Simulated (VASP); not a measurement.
Computed with PBEsol GGA, VASP's PBE PAW potentials (set 64) (plane waves; VASP 6.6.1).

The input files of a VASP run:

### INCAR
```
ICHARG = 11
LMAXMIX = 4
LCHARG = .FALSE.
SIGMA = 0.05
SYSTEM = Al3InAs4
NELM = 100   # most electronic steps
ALGO = Normal
ENCUT = 400   # plane-wave cut-off (eV)
GGA = PS   # PBEsol
EDIFF = 1E-7
LREAL = .FALSE.
LORBIT = 11
ISMEAR = 0   # Gaussian
LWAVE = .FALSE.
LASPH = .TRUE.   # aspherical one-centre terms
PREC = Accurate
```

KPOINTS:
```
k-points along high-symmetry lines
15
Line-mode
Reciprocal
  0.000000   0.000000   0.000000 ! GAMMA
  0.000000   0.500000   0.000000 ! X

  0.000000   0.500000   0.000000 ! X
  0.500000   0.500000   0.000000 ! M

  0.500000   0.500000   0.000000 ! M
  0.000000   0.000000   0.000000 ! GAMMA

  0.000000   0.000000   0.000000 ! GAMMA
  0.500000   0.500000   0.500000 ! R

  0.500000   0.500000   0.500000 ! R
  0.000000   0.500000   0.000000 ! X

  0.500000   0.500000   0.500000 ! R
  0.500000   0.500000   0.000000 ! M
```

**POSCAR**
```
Al3InAs4
5.7761710
  0.9999999540   0.0000000000   0.0000000000
  0.0000000000   0.9999999540   0.0000000000
  0.0000000000   0.0000000000   0.9999999540
In As Al
1 4 3
Cart
  0.0000000000   0.0000000000   0.0000000000
  0.2602017391   0.2602017391   0.2602017391
  0.7397982149   0.7397982149   0.2602017391
  0.7397982149   0.2602017391   0.7397982149
  0.2602017391   0.7397982149   0.7397982149
  0.4999999770   0.4999999770   0.0000000000
  0.4999999770   0.0000000000   0.4999999770
  0.0000000000   0.4999999770   0.4999999770
```

POTCAR, in this order: In_d As Al (PBE.64 set). Program: vasp_std. Read from the step before: CHGCAR.

Output

File OUTCAR:
```
 ion  position               nearest neighbor table
   1  0.000  0.000  0.000-   2 2.60   3 2.60   4 2.60   5 2.60
   2  0.260  0.260  0.260-   6 2.47   7 2.47   8 2.47   1 2.60
   3  0.740  0.740  0.260-   6 2.47   7 2.47   8 2.47   1 2.60
   4  0.740  0.260  0.740-   6 2.47   7 2.47   8 2.47   1 2.60
   5  0.260  0.740  0.740-   6 2.47   7 2.47   8 2.47   1 2.60
   6  0.500  0.500  0.000-   2 2.47   3 2.47   4 2.47   5 2.47
   7  0.500  0.000  0.500-   2 2.47   3 2.47   4 2.47   5 2.47
   8  0.000  0.500  0.500-   2 2.47   3 2.47   4 2.47   5 2.47
  LATTYP: Found a simple cubic cell.
 ALAT       =     5.7761707345
 Subroutine PRICEL returns:
 Original cell was already a primitive cell.
 Subroutine GETGRP returns: Found 24 space group operations
The static configuration has the point symmetry T_d .
The dynamic configuration has the point symmetry T_d .
 Subroutine INISYM returns: Found 24 space group operations
   k-points           NKPTS =     90   k-points in BZ     NKDIM =     90   number of bands    NBANDS=     26
   number of dos      NEDOS =    301   number of ions     NIONS =      8
   total plane-waves  NPLWV =  64000
   dimension x,y,z NGX =    40 NGY =   40 NGZ =   40
   dimension x,y,z NGXF=    80 NGYF=   80 NGZF=   80
   ions per type =               1   4   3
   PREC   = accura    normal or accurate (medium, high low for compatibility)
   ISTART =      0    job   : 0-new  1-cont  2-samecut
...
```

OSZICAR:
```
       N       E                     dE             d eps       ncg     rms          rms(c)
DAV:   1     0.220153652727E+03    0.22015E+03   -0.14467E+04  4688   0.117E+03
DAV:   2    -0.130789667233E+02   -0.23323E+03   -0.22747E+03  5368   0.270E+02
DAV:   3    -0.362471326512E+02   -0.23168E+02   -0.22313E+02  6054   0.874E+01
DAV:   4    -0.369842963307E+02   -0.73716E+00   -0.73440E+00  5826   0.182E+01
DAV:   5    -0.370140657243E+02   -0.29769E-01   -0.29755E-01  7226   0.338E+00
DAV:   6    -0.370145509071E+02   -0.48518E-03   -0.48515E-03  6044   0.395E-01
DAV:   7    -0.370145685858E+02   -0.17679E-04   -0.17678E-04  7260   0.870E-02
DAV:   8    -0.370145688905E+02   -0.30468E-06   -0.30478E-06  5996   0.985E-03
DAV:   9    -0.370145688971E+02   -0.66034E-08   -0.65975E-08  4708   0.194E-03
   1 F= -.37014569E+02 E0= -.37014569E+02  d E =-.490191E-15
```

File OUTCAR:
```
 val. band max:        3.8572543018   @ k =   0.0000   0.0000   0.0000

 cond. band min:       5.1622721239   @ k =   0.0000   0.0000   0.0000



 k-point     1 :       0.0000    0.0000    0.0000
  band No.  band energies     occupation
      1     -10.1216      2.00000
      2     -10.1216      2.00000
      3     -10.1216      2.00000
      4      -9.9835      2.00000
      5      -9.9835      2.00000
      6      -7.9395      2.00000
      7      -5.9703      2.00000
      8      -5.9703      2.00000
      9      -5.9703      2.00000
     10      -1.7079      2.00000
     11      -1.5777      2.00000
     12      -1.5777      2.00000
     13       1.6194      2.00000
     14       1.6194      2.00000
     15       1.6194      2.00000
     16       1.7383      2.00000
     17       1.7383      2.00000
     18       1.7383      2.00000
     19       3.8573      2.00000
     20       3.8573      2.00000
     21       3.8573      2.00000
     22       5.1623      0.00000
     23       5.3551      0.00000
     24       5.3551      0.00000
     25       5.3551      0.00000
     26       5.4995      0.00000

 k-point     2 :       0.0000    0.0357    0.0000
  band No.  band energies     occupation
      1     -10.1217      2.00000
      2     -10.1217      2.00000
      3     -10.1217      2.00000
      4      -9.9835      2.00000
      5      -9.9835      2.00000
      6      -7.9353      2.00000
      7      -5.9808      2.00000
      8      -5.9699      2.00000
      9      -5.9699      2.00000
     10      -1.7007      2.00000
     11      -1.5753      2.00000
     12      -1.5663      2.00000
     13       1.6087      2.00000
     14       1.6149      2.00000
     15       1.6149      2.00000
     16       1.7224      2.00000
     17       1.7366      2.00000
     18       1.7366      2.00000
     19       3.7950      2.00000
     20       3.8481      2.00000
     21       3.8481      2.00000
     22       5.1979      0.00000
     23       5.3753      0.00000
...
```

The density is held fixed in this step, so its total energy and stress have no physical meaning. Unless said otherwise, spin-orbit coupling is left out, though it shifts the bands of the heavy elements here.

The structure was generated: Al3InAs4 was put into an ordered model structure (P-43m), which need not be its known phase. It was relaxed first.
